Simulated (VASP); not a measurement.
Consider the following.

```
CELL_PARAMETERS angstrom
      3.60057     0.00000     0.00000
      0.00000     5.09197     0.00000
      0.00000     0.00000    25.66156
ATOMIC_POSITIONS crystal
  Li 0.00000 0.00000 0.33538
  Li 0.50000 0.50000 0.38930
  Li 0.00000 0.00000 0.46469
  Li 0.50000 0.50000 0.53531
  Li 0.00000 0.00000 0.61070
  Li 0.50000 0.50000 0.66462
  Cl 0.50000 0.00000 0.38941
  Cl 0.00000 0.50000 0.32076
  Cl 0.50000 0.00000 0.53390
  Cl 0.00000 0.50000 0.46610
  Cl 0.50000 0.00000 0.67924
  Cl 0.00000 0.50000 0.61059
```

All values below come from r2SCAN meta-GGA, VASP's PBE PAW potentials (set 64) (plane waves; VASP). Settings: PREC = Normal, EDIFF = 1E-5, 450 eV cut-off, 6×4×1 Γ-centred mesh, Gaussian smearing of 0.050 eV, potentials Li_sv Cl.

At this cut-off the stress carries a Pulay error, which pulls relaxed volumes low.

Task: The ions are relaxed. What does this cell relax into?

Result: 
```
CELL_PARAMETERS angstrom
      3.60057     0.00000     0.00000
      0.00000     5.09197     0.00000
      0.00000     0.00000    25.66156
ATOMIC_POSITIONS crystal
  Li 0.00000 0.00000 0.33497
  Li 0.50000 0.50000 0.38583
  Li 0.00000 0.00000 0.46981
  Li 0.50000 0.50000 0.53019
  Li 0.00000 0.00000 0.61417
  Li 0.50000 0.50000 0.66503
  Cl 0.50000 0.00000 0.39419
  Cl 0.00000 0.50000 0.32219
  Cl 0.50000 0.00000 0.53578
  Cl 0.00000 0.50000 0.46422
  Cl 0.50000 0.00000 0.67781
  Cl 0.00000 0.50000 0.60581
```

Task: How much energy does the relaxation gain?

Result: The energy (σ→0) changes by -12.0 meV/atom, in 15 ionic steps.

```tsv
step	E(σ→0) (eV)	max force (eV/Å)	pressure (GPa)	volume (Å³)
1	-74.5342	0.605	-0.38	470.48
2	-74.5982	0.405	-0.45	470.48
3	-74.6391	0.221	-0.46	470.48
4	-74.6464	0.223	-0.47	470.48
5	-74.6542	0.128	-0.48	470.48
6	-74.6600	0.196	-0.45	470.48
7	-74.6667	0.082	-0.44	470.48
8	-74.6725	0.076	-0.42	470.48
9	-74.6740	0.104	-0.36	470.48
10	-74.6733	0.128	-0.41	470.48
11	-74.6740	0.100	-0.37	470.48
12	-74.6747	0.082	-0.39	470.48
13	-74.6747	0.081	-0.39	470.48
14	-74.6783	0.042	-0.39	470.48
15	-74.6784	0.027	-0.39	470.48
```

The cell is a thin slab with vacuum, built from LiCl (rock salt): (110) face.
